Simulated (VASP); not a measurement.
**Li5GeF: single point with PBE**

Crystal: Li5GeF.

```
Li Ge F
1.0
     3.71848    0.00000    0.00000
     0.00000    3.71848    0.00000
     0.00000    0.00000    8.66320
Li Ge F
5 1 1
Direct
  0.50000 0.50000 0.00000
  0.50000 0.00000 0.71114
  0.00000 0.50000 0.28886
  0.50000 0.00000 0.28886
  0.00000 0.50000 0.71114
  0.00000 0.00000 0.50000
  0.00000 0.00000 0.00000
```

The cell was built by a generator and needn't be a form met in nature.

The cell isn't the ideal one: species swapped into the CeIn5Rh type (P4/mmm, No. 123).

```
Program                : VASP 6.6.1
Task                   : single point
Functional             : PBE
Potentials or basis    : VASP PAW PBE potentials, release 64 (Li_sv, Ge_d, F)
Cutoff                 : 520 eV
k mesh                 : 10 × 10 × 6
Occupations            : gaussian, width 0.1 eV
Spin                   : no spin polarisation
Dipole correction      : no
Further INCAR settings : ALGO = Fast; EDIFF = 1e-06; NBANDS = 27
```

| Quantity | Value |
| --- | --- |
| Band gap on the k mesh | none (metal or under the smearing width) |

Levels at points of the mesh, in eV from the Fermi level:
| k point | band 16 | band 17 | band 18 | band 19 | band 20 | band 21 |
| --- | --- | --- | --- | --- | --- | --- |
| (0.00, 0.00, 0.00) | -2.58 | -1.69 | 0.80 | 1.07 | 1.07 | 3.81 |
| (0.50, 0.00, 0.00) | -3.17 | -1.80 | -0.41 | 0.75 | 0.81 | 2.11 |
| (0.50, 0.50, 0.00) | -1.73 | -1.73 | -1.58 | -0.44 | 0.23 | 2.73 |
| (0.00, 0.00, 0.50) | -3.05 | -0.48 | -0.34 | 1.06 | 1.06 | 4.23 |
| (0.50, 0.00, 0.50) | -3.20 | -2.03 | -0.15 | 0.50 | 1.85 | 2.10 |
| (0.50, 0.50, 0.50) | -1.76 | -1.73 | -1.73 | -0.43 | 0.20 | 3.24 |

It took 9.9 min on 1 thread of Intel(R) Xeon(R) Platinum 8488C (Sapphire Rapids), on a shared host, peak memory 0.38 GiB.
